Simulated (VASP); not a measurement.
All values below come from PBE GGA, VASP's PBE PAW potentials (set 64) (plane waves; VASP).

VASP ran on this input.

**INCAR**
```
ALGO=Fast
EDIFF=1E-5
EDIFFG=-0.03
ENCUT=400
GGA=PE
IBRION=2
ISIF=2
ISMEAR=0
ISYM=0
LASPH=T
LCHARG=F
LMAXMIX=4
LREAL=Auto
LWAVE=F
NELM=100
NELMIN=4
NSW=60
PREC=Normal
SIGMA=0.05
SYSTEM=MgZn35O36
```

POSCAR:
```
MgZn35O36
1
    4.9323206900    -8.5430313936     0.0000000000
    4.9323206900     8.5430313936     0.0000000000
    0.0000000000     0.0000000000    10.5847753959
Zn O Mg
35 36 1
Direct
  0.2222220000   0.1111110000   0.2500000000
  0.1111110000   0.2222220000   0.0000000000
  0.2222220000   0.1111110000   0.7500000000
  0.1111110000   0.2222220000   0.5000000000
  0.2222220000   0.4444440000   0.2500000000
  0.1111110000   0.5555560000   0.0000000000
  0.2222220000   0.4444440000   0.7500000000
  0.1111110000   0.5555560000   0.5000000000
  0.2222220000   0.7777780000   0.2500000000
  0.1111110000   0.8888890000   0.0000000000
  0.2222220000   0.7777780000   0.7500000000
  0.1111110000   0.8888890000   0.5000000000
  0.5555560000   0.1111110000   0.2500000000
  0.4444440000   0.2222220000   0.0000000000
  0.5555560000   0.1111110000   0.7500000000
  0.4444440000   0.2222220000   0.5000000000
  0.5555560000   0.4444440000   0.2500000000
  0.4444440000   0.5555560000   0.0000000000
  0.5555560000   0.4444440000   0.7500000000
  0.5555560000   0.7777780000   0.2500000000
  0.4444440000   0.8888890000   0.0000000000
  0.5555560000   0.7777780000   0.7500000000
  0.4444440000   0.8888890000   0.5000000000
  0.8888890000   0.1111110000   0.2500000000
  0.7777780000   0.2222220000   0.0000000000
  0.8888890000   0.1111110000   0.7500000000
  0.7777780000   0.2222220000   0.5000000000
  0.8888890000   0.4444440000   0.2500000000
  0.7777780000   0.5555560000   0.0000000000
  0.8888890000   0.4444440000   0.7500000000
  0.7777780000   0.5555560000   0.5000000000
  0.8888890000   0.7777780000   0.2500000000
  0.7777780000   0.8888890000   0.0000000000
  0.8888890000   0.7777780000   0.7500000000
  0.7777780000   0.8888890000   0.5000000000
  0.2222220000   0.1111110000   0.4410000000
  0.1111110000   0.2222220000   0.1910000000
  0.2222220000   0.1111110000   0.9410000000
  0.1111110000   0.2222220000   0.6910000000
  0.2230370000   0.4445880000   0.4365480000
  0.1111110000   0.5555560000   0.1910000000
  0.2222220000   0.4444440000   0.9410000000
  0.1111110000   0.5555560000   0.6910000000
  0.2222220000   0.7777780000   0.4410000000
  0.1111110000   0.8888890000   0.1910000000
  0.2222220000   0.7777780000   0.9410000000
  0.1111110000   0.8888890000   0.6910000000
  0.5555560000   0.1111110000   0.4410000000
  0.4444440000   0.2222220000   0.1910000000
  0.5555560000   0.1111110000   0.9410000000
  0.4444440000   0.2222220000   0.6910000000
  0.5520270000   0.4441260000   0.4382520000
  0.4444440000   0.5555560000   0.1910000000
  0.5555560000   0.4444440000   0.9410000000
  0.4470010000   0.5578400000   0.6929260000
  0.5553270000   0.7725700000   0.4416310000
  0.4444440000   0.8888890000   0.1910000000
  0.5555560000   0.7777780000   0.9410000000
  0.4444440000   0.8888890000   0.6910000000
  0.8888890000   0.1111110000   0.4410000000
  0.7777780000   0.2222220000   0.1910000000
  0.8888890000   0.1111110000   0.9410000000
  0.7777780000   0.2222220000   0.6910000000
  0.8888890000   0.4444440000   0.4410000000
  0.7777780000   0.5555560000   0.1910000000
  0.8888890000   0.4444440000   0.9410000000
  0.7777780000   0.5555560000   0.6910000000
  0.8888890000   0.7777780000   0.4410000000
  0.7777780000   0.8888890000   0.1910000000
  0.8888890000   0.7777780000   0.9410000000
  0.7777780000   0.8888890000   0.6910000000
  0.4398020000   0.5552580000   0.4992950000
```

KPOINTS:
```
Automatic
0
G
 1 1 1
```

POTCAR, in this order: Zn O Mg (PBE.64 set). Program: vasp_gam.

What VASP printed:

OUTCAR:
```
 ion  position               nearest neighbor table
   1  0.222  0.111  0.250-  49 2.00  45 2.00  37 2.00  36 2.02
   2  0.111  0.222  0.000-  42 2.00  62 2.00  38 2.00  37 2.02
   3  0.222  0.111  0.750-  51 2.00  47 2.00  39 2.00  38 2.02
   4  0.111  0.222  0.500-  60 2.00  36 2.00  40 2.01  39 2.02  72 3.26
   5  0.222  0.444  0.250-  40 1.97  37 2.00  53 2.00  41 2.00  72 3.23
   6  0.111  0.556  0.000-  46 2.00  66 2.00  42 2.00  41 2.02
   7  0.222  0.444  0.750-  39 2.00  43 2.00  55 2.01  42 2.02  72 3.24
   8  0.111  0.556  0.500-  44 2.00  64 2.00  40 2.02  43 2.02  72 3.24
   9  0.222  0.778  0.250-  41 2.00  57 2.00  45 2.00  44 2.02
  10  0.111  0.889  0.000-  38 2.00  70 2.00  46 2.00  45 2.02
  11  0.222  0.778  0.750-  43 2.00  59 2.00  47 2.00  46 2.02
  12  0.111  0.889  0.500-  36 2.00  68 2.00  44 2.00  47 2.02
  13  0.556  0.111  0.250-  61 2.00  57 2.00  49 2.00  48 2.02
  14  0.444  0.222  0.000-  38 2.00  54 2.00  50 2.00  49 2.02
  15  0.556  0.111  0.750-  63 2.00  59 2.00  51 2.00  50 2.02
  16  0.444  0.222  0.500-  36 2.00  48 2.00  52 2.01  51 2.02  72 3.31
  17  0.556  0.444  0.250-  52 1.99  49 2.00  65 2.00  53 2.00  72 3.27
  18  0.444  0.556  0.000-  42 2.00  58 2.00  54 2.00  53 2.02
  19  0.556  0.444  0.750-  55 1.99  51 2.00  67 2.00  54 2.02  72 3.28
  20  0.556  0.778  0.250-  69 2.00  53 2.00  57 2.00  56 2.03  72 3.25
  21  0.444  0.889  0.000-  46 2.00  50 2.00  58 2.00  57 2.02
  22  0.556  0.778  0.750-  55 1.97  71 2.00  59 2.00  58 2.02  72 3.26
  23  0.444  0.889  0.500-  44 2.00  48 2.00  59 2.02  56 2.04  72 3.27
  24  0.889  0.111  0.250-  37 2.00  69 2.00  61 2.00  60 2.02
...
```

**OSZICAR**
```
       N       E                     dE             d eps       ncg     rms          rms(c)
DAV:   1     0.106424230049E+05    0.10642E+05   -0.24626E+05   764   0.231E+03
DAV:   2     0.238688653828E+04   -0.82555E+04   -0.78942E+04   764   0.667E+02
DAV:   3    -0.317916848566E+02   -0.24187E+04   -0.22515E+04   786   0.284E+02
DAV:   4    -0.369489213360E+03   -0.33770E+03   -0.33107E+03   848   0.115E+02
DAV:   5    -0.381980514068E+03   -0.12491E+02   -0.12401E+02   848   0.219E+01    0.602E+01
RMM:   6    -0.321995050767E+03    0.59985E+02   -0.22088E+02   764   0.221E+01    0.443E+01
RMM:   7    -0.323208843025E+03   -0.12138E+01   -0.32582E+01   764   0.123E+01    0.178E+01
RMM:   8    -0.322795054725E+03    0.41379E+00   -0.52655E+00   764   0.453E+00    0.120E+01
RMM:   9    -0.322807809886E+03   -0.12755E-01   -0.19628E+00   764   0.359E+00    0.160E+00
RMM:  10    -0.322784590742E+03    0.23219E-01   -0.72011E-01   780   0.112E+00    0.706E-01
RMM:  11    -0.322793078856E+03   -0.84881E-02   -0.10623E-01   773   0.632E-01    0.278E-01
RMM:  12    -0.322800811581E+03   -0.77327E-02   -0.26845E-02   792   0.235E-01    0.263E-01
RMM:  13    -0.322799311777E+03    0.14998E-02   -0.13593E-02   764   0.142E-01    0.131E-01
RMM:  14    -0.322799562225E+03   -0.25045E-03   -0.31105E-03   793   0.768E-02    0.968E-02
RMM:  15    -0.322799574623E+03   -0.12398E-04   -0.74450E-04   793   0.330E-02    0.715E-02
RMM:  16    -0.322799536417E+03    0.38206E-04   -0.30941E-04   716   0.307E-02    0.184E-02
RMM:  17    -0.322799538067E+03   -0.16507E-05   -0.30511E-05   530   0.105E-02
   1 F= -.32279954E+03 E0= -.32279954E+03  d E =-.322800E+03
       N       E                     dE             d eps       ncg     rms          rms(c)
DAV:   1    -0.322798002719E+03    0.15337E-02   -0.23695E+01   856   0.906E+00    0.103E+00
RMM:   2    -0.322862539146E+03   -0.64536E-01   -0.71101E-01   764   0.166E+00    0.692E-01
RMM:   3    -0.322866393702E+03   -0.38546E-02   -0.88468E-02   764   0.610E-01    0.354E-01
RMM:   4    -0.322865680680E+03    0.71302E-03   -0.11224E-02   796   0.224E-01    0.257E-01
RMM:   5    -0.322865103890E+03    0.57679E-03   -0.32752E-03   764   0.116E-01    0.948E-02
RMM:   6    -0.322865160562E+03   -0.56672E-04   -0.10316E-03   772   0.534E-02    0.598E-02
RMM:   7    -0.322865134965E+03    0.25597E-04   -0.26579E-04   749   0.278E-02    0.232E-02
RMM:   8    -0.322865141345E+03   -0.63794E-05   -0.71124E-05   595   0.125E-02
   2 F= -.32286514E+03 E0= -.32286514E+03  d E =-.656033E-01
       N       E                     dE             d eps       ncg     rms          rms(c)
DAV:   1    -0.322862528950E+03    0.26060E-02   -0.26860E+00   840   0.304E+00    0.339E-01
RMM:   2    -0.322869521429E+03   -0.69925E-02   -0.77205E-02   764   0.549E-01    0.230E-01
RMM:   3    -0.322869896169E+03   -0.37474E-03   -0.94833E-03   764   0.201E-01    0.116E-01
RMM:   4    -0.322869809226E+03    0.86943E-04   -0.11420E-03   793   0.726E-02    0.842E-02
RMM:   5    -0.322869745559E+03    0.63667E-04   -0.36251E-04   752   0.384E-02    0.297E-02
RMM:   6    -0.322869751305E+03   -0.57459E-05   -0.97097E-05   653   0.174E-02
   3 F= -.32286975E+03 E0= -.32286975E+03  d E =-.702132E-01
       N       E                     dE             d eps       ncg     rms          rms(c)
DAV:   1    -0.322869992183E+03   -0.24662E-03   -0.35236E+00   808   0.360E+00    0.362E-01
RMM:   2    -0.322877142406E+03   -0.71502E-02   -0.80339E-02   764   0.588E-01    0.238E-01
RMM:   3    -0.322877505094E+03   -0.36269E-03   -0.97414E-03   764   0.212E-01    0.120E-01
RMM:   4    -0.322877415207E+03    0.89886E-04   -0.11897E-03   787   0.766E-02    0.808E-02
RMM:   5    -0.322877358219E+03    0.56989E-04   -0.36502E-04   762   0.404E-02    0.260E-02
RMM:   6    -0.322877363238E+03   -0.50194E-05   -0.10436E-04   681   0.184E-02    0.155E-02
RMM:   7    -0.322877361674E+03    0.15637E-05   -0.27843E-05   504   0.959E-03
   4 F= -.32287736E+03 E0= -.32287736E+03  d E =-.761037E-02
       N       E                     dE             d eps       ncg     rms          rms(c)
DAV:   1    -0.322877231160E+03    0.13208E-03   -0.28127E-01   856   0.102E+00    0.996E-02
RMM:   2    -0.322877808116E+03   -0.57696E-03   -0.64609E-03   764   0.167E-01    0.679E-02
RMM:   3    -0.322877835319E+03   -0.27203E-04   -0.77970E-04   764   0.601E-02    0.352E-02
RMM:   4    -0.322877826686E+03    0.86333E-05   -0.96183E-05   700   0.220E-02
   5 F= -.32287783E+03 E0= -.32287783E+03  d E =-.807538E-02
       N       E                     dE             d eps       ncg     rms          rms(c)
DAV:   1    -0.322877810656E+03    0.24663E-04   -0.78615E-03   864   0.179E-01    0.230E-02
RMM:   2    -0.322877825261E+03   -0.14605E-04   -0.18988E-04   764   0.307E-02    0.178E-02
RMM:   3    -0.322877825426E+03   -0.16508E-06   -0.22131E-05   468   0.107E-02    0.839E-03
RMM:   4    -0.322877824943E+03    0.48285E-06   -0.50382E-06   440   0.639E-03
   6 F= -.32287782E+03 E0= -.32287782E+03  d E =-.807364E-02
       N       E                     dE             d eps       ncg     rms          rms(c)
DAV:   1    -0.322878604212E+03   -0.77879E-03   -0.58084E-01   800   0.144E+00    0.120E-01
RMM:   2    -0.322879422427E+03   -0.81822E-03   -0.89601E-03   764   0.197E-01    0.784E-02
RMM:   3    -0.322879472459E+03   -0.50032E-04   -0.11059E-03   764   0.709E-02    0.400E-02
RMM:   4    -0.322879466996E+03    0.54629E-05   -0.12571E-04   721   0.259E-02    0.261E-02
RMM:   5    -0.322879463410E+03    0.35866E-05   -0.37248E-05   540   0.139E-02
   7 F= -.32287946E+03 E0= -.32287946E+03  d E =-.163847E-02
       N       E                     dE             d eps       ncg     rms          rms(c)
DAV:   1    -0.322879061919E+03    0.40508E-03   -0.58887E-01   800   0.145E+00    0.123E-01
RMM:   2    -0.322879891606E+03   -0.82969E-03   -0.91054E-03   764   0.198E-01    0.821E-02
RMM:   3    -0.322879944153E+03   -0.52547E-04   -0.11295E-03   764   0.714E-02    0.409E-02
RMM:   4    -0.322879939114E+03    0.50396E-05   -0.12710E-04   721   0.258E-02    0.287E-02
RMM:   5    -0.322879935282E+03    0.38315E-05   -0.40279E-05   549   0.137E-02
   8 F= -.32287994E+03 E0= -.32287994E+03  d E =-.211034E-02
       N       E                     dE             d eps       ncg     rms          rms(c)
DAV:   1    -0.322879772721E+03    0.16639E-03   -0.59822E-01   800   0.145E+00    0.118E-01
RMM:   2    -0.322880717715E+03   -0.94499E-03   -0.10400E-02   764   0.197E-01    0.648E-02
RMM:   3    -0.322880769290E+03   -0.51574E-04   -0.12449E-03   764   0.727E-02    0.360E-02
RMM:   4    -0.322880763734E+03    0.55556E-05   -0.13128E-04   713   0.251E-02    0.235E-02
RMM:   5    -0.322880759947E+03    0.37873E-05   -0.39290E-05   546   0.137E-02
   9 F= -.32288076E+03 E0= -.32288076E+03  d E =-.824664E-03
       N       E                     dE             d eps       ncg     rms          rms(c)
DAV:   1    -0.322880280448E+03    0.48329E-03   -0.38136E-01   816   0.116E+00    0.964E-02
RMM:   2    -0.322880883723E+03   -0.60328E-03   -0.66568E-03   764   0.158E-01    0.537E-02
RMM:   3    -0.322880917979E+03   -0.34256E-04   -0.80296E-04   764   0.584E-02    0.290E-02
RMM:   4    -0.322880915088E+03    0.28913E-05   -0.85905E-05   669   0.201E-02
  10 F= -.32288092E+03 E0= -.32288092E+03  d E =-.979806E-03
```

File OUTCAR:
```
------------------------ aborting loop because EDIFF is reached ----------------------------------------
  FORCE on cell =-STRESS in cart. coord.  units (eV):
  Direction    XX          YY          ZZ          XY          YZ          ZX
  --------------------------------------------------------------------------------------
  Total      -22.0430262    -21.5733583    -25.5934717     -0.0007775     -0.0073414     -0.0007684
  in kB      -39.5919460    -38.7483656    -45.9689763     -0.0013964     -0.0131860     -0.0013801
  external PRESSURE =     -41.4364293 kB  Pullay stress =       0.0000000 kB
  volume of cell :      892.02
      direct lattice vectors                 reciprocal lattice vectors
     4.932320690 -8.543031394  0.000000000     0.101372160 -0.058527234  0.000000000
     4.932320690  8.543031394  0.000000000     0.101372160  0.058527234  0.000000000
     0.000000000  0.000000000 10.584775396     0.000000000  0.000000000  0.094475316
  FREE ENERGIE OF THE ION-ELECTRON SYSTEM (eV)
  ---------------------------------------------------
  free  energy   TOTEN  =      -322.8809150880 eV

  energy  without entropy=     -322.8809150880  energy(sigma->0) =     -322.88091509

 reached required accuracy - stopping structural energy minimisation
```
(Selected blocks of OUTCAR.)

File CONTCAR:
```
MgZn35O36
   1.00000000000000
     4.9323206900000001   -8.5430313935999997    0.0000000000000000
     4.9323206900000001    8.5430313935999997    0.0000000000000000
     0.0000000000000000    0.0000000000000000   10.5847753958999995
  Zn              O               Mg
    35    36     1
Direct
     0.2222132045327036    0.1110816361889937    0.2507610492965925
     0.1110771519763024    0.2221182465591303    0.0005750745708245
     0.2222884390782996    0.1111705693871963    0.7504865190146680
     0.1106971673305546    0.2226683418430048    0.5001259240110485
     0.2214276507458929    0.4440645248347915    0.2512190334376732
     0.1110552809582406    0.5556523938201571    0.0005495249045645
     0.2231742968311576    0.4449662147306360    0.7507614815816596
     0.1104858648510161    0.5546546903235187    0.5001279427388360
     0.2222128961386242    0.7777580710036114    0.2507925660241485
     0.1111126126867644    0.8888591888916940    0.0007483103158680
     0.2223876640435398    0.7778136600354736    0.7505416458465478
     0.1110395230377570    0.8887622390367046    0.5008269335181945
     0.5556274466302281    0.1111562510408365    0.2506218961656930
     0.4444362769872962    0.2222056493718112    0.0007258760333346
     0.5554462450267901    0.1110487426299695    0.7505731911568269
     0.4449776914024707    0.2225604657640065    0.5003271039729418
     0.5557279365275419    0.4440637655915147    0.2513136421469148
     0.4445920348370915    0.5557223582444137    0.0012625100158499
     0.5549749419487018    0.4450388812453652    0.7505879512444634
     0.5558508155663630    0.7783146805299640    0.2513763493177850
     0.4444556192594599    0.8888235919764484    0.0009012062995878
     0.5550639294810581    0.7767163781876272    0.7505826590027390
     0.4452514814024066    0.8890046068948950    0.5003985286786425
     0.8888568028570236    0.1111238744941810    0.2506926361707905
     0.7777880565156391    0.2222514406147657    0.0007704661643821
     0.8890280242185087    0.1111154714532142    0.7505660791120170
     0.7777074390627398    0.2221574155003700    0.5009960136098219
     0.8888146016879050    0.4444224585439331    0.2506262098540020
     0.7777926832840064    0.5555496021998825    0.0008166980779457
     0.8889026880801389    0.4446156549040525    0.7504965168365798
     0.7766657460091180    0.5546788930227585    0.5002210157195152
     0.8889320616433067    0.7777314843411028    0.2508095355206352
     0.7777459940224640    0.8888789886643038    0.0008434887593703
     0.8887857193785540    0.7776945943184614    0.7504998907619967
     0.7768592320288602    0.8886212857682438    0.5004311900636290
     0.2221571327566038    0.1111583269816293    0.4403241016774608
     0.1109667536216333    0.2220962797413900    0.1902053922495915
     0.2222299404820907    0.1110051896878550    0.9400366870860414
     0.1113920065280723    0.2225941617279949    0.6899995097879076
     0.2239283333233400    0.4454128028293339    0.4407803436859936
     0.1109757609043736    0.5556088501738639    0.1902300884194355
     0.2223472094973693    0.4445025816302801    0.9402102682816597
     0.1112235922164242    0.5554609278197512    0.6899629483288903
     0.2223411908005753    0.7775705312803624    0.4402727918139943
     0.1110720302854681    0.8888176620241364    0.1903038424664011
     0.2223225257654945    0.7779166654469117    0.9401005322721241
     0.1111373096350933    0.8888938333319205    0.6903334452225148
     0.5556134314556136    0.1110207308726777    0.4401062440315202
     0.4445036316086666    0.2222059180541162    0.1903275282016875
     0.5555731157814640    0.1110625027792227    0.9402049410465264
     0.4445610006137724    0.2225817943857573    0.6900755288547977
     0.5540896195332288    0.4450694812799747    0.4409184073885311
     0.4443646955129015    0.5555527922469438    0.1912473875910199
     0.5555293891170160    0.4444830987462190    0.9400690236190449
     0.4442927762347832    0.5555083102171057    0.6874694621417377
     0.5543759932169946    0.7755168154707318    0.4410099890280296
     0.4445455719670772    0.8888798551685780    0.1905057001769947
     0.5555783025546629    0.7777957142677008    0.9400713940132734
     0.4445829739942657    0.8887737526511131    0.6900669184643434
     0.8884568546710770    0.1107888122612799    0.4401138980586182
     0.7777326426133506    0.2221981132588520    0.1902559694239395
     0.8888099474752550    0.1110679775522245    0.9401242258308777
     0.7778289202554616    0.2223144226969779    0.6903147650556384
     0.8884369359895470    0.4442522621255154    0.4400878616280203
     0.7775788507203194    0.5555087098326738    0.1903658197220299
     0.8887874601544805    0.4443843430958518    0.9399916518707558
     0.7773891925065662    0.5553709580280783    0.6899813765458721
     0.8885959158463294    0.7775154056935109    0.4402861436021999
     0.7776574731314360    0.8888065923935421    0.1904640464973339
     0.8889266004420130    0.7777862443028182    0.9401832300257582
     0.7775710994009408    0.8888081279451510    0.6901498666712880
     0.4440405993177113    0.5552471400409261    0.4995440092721356
```

File OUTCAR:
```
 val. band max:        0.9047560355   @ k =   0.0000   0.0000   0.0000

 cond. band min:       1.6568503514   @ k =   0.0000   0.0000   0.0000


 Fermi energy:         1.1643188771

 k-point     1 :       0.0000    0.0000    0.0000
  band No.  band energies     occupation
      1     -16.8349      2.00000
      2     -16.5148      2.00000
      3     -16.5064      2.00000
      4     -16.4089      2.00000
      5     -16.4067      2.00000
      6     -16.4060      2.00000
      7     -16.3943      2.00000
      8     -16.3920      2.00000
      9     -16.3695      2.00000
     10     -16.2165      2.00000
     11     -16.2154      2.00000
     12     -16.2135      2.00000
     13     -16.2127      2.00000
     14     -16.2121      2.00000
     15     -16.2114      2.00000
     16     -16.2095      2.00000
     17     -16.2083      2.00000
     18     -16.1940      2.00000
     19     -16.1850      2.00000
     20     -16.1836      2.00000
     21     -16.1683      2.00000
     22     -16.1500      2.00000
     23     -16.0695      2.00000
     24     -16.0662      2.00000
     25     -16.0586      2.00000
     26     -16.0563      2.00000
     27     -16.0440      2.00000
     28     -16.0427      2.00000
     29     -16.0407      2.00000
     30     -16.0288      2.00000
     31     -16.0235      2.00000
     32     -16.0222      2.00000
     33     -16.0207      2.00000
     34     -15.9753      2.00000
     35     -15.9725      2.00000
     36     -15.9492      2.00000
     37      -4.9410      2.00000
     38      -4.9399      2.00000
     39      -4.9396      2.00000
     40      -4.9392      2.00000
     41      -4.9338      2.00000
     42      -4.9332      2.00000
     43      -4.9248      2.00000
     44      -4.9246      2.00000
     45      -4.9223      2.00000
     46      -4.9049      2.00000
     47      -4.9044      2.00000
     48      -4.8867      2.00000
     49      -4.8564      2.00000
     50      -4.8431      2.00000
     51      -4.8429      2.00000
...
```

At this cut-off the stress carries a Pulay error, which pulls relaxed volumes low. The supercell is sampled at Γ alone, which is coarse: total energies, pressure and levels can be off, energies of defects by several tenths of an eV.

The cell is a supercell with a defect, built from ZnO (wurtzite): Mg_Zn. The run is not spin-polarised, so no state with unpaired spins was tried.
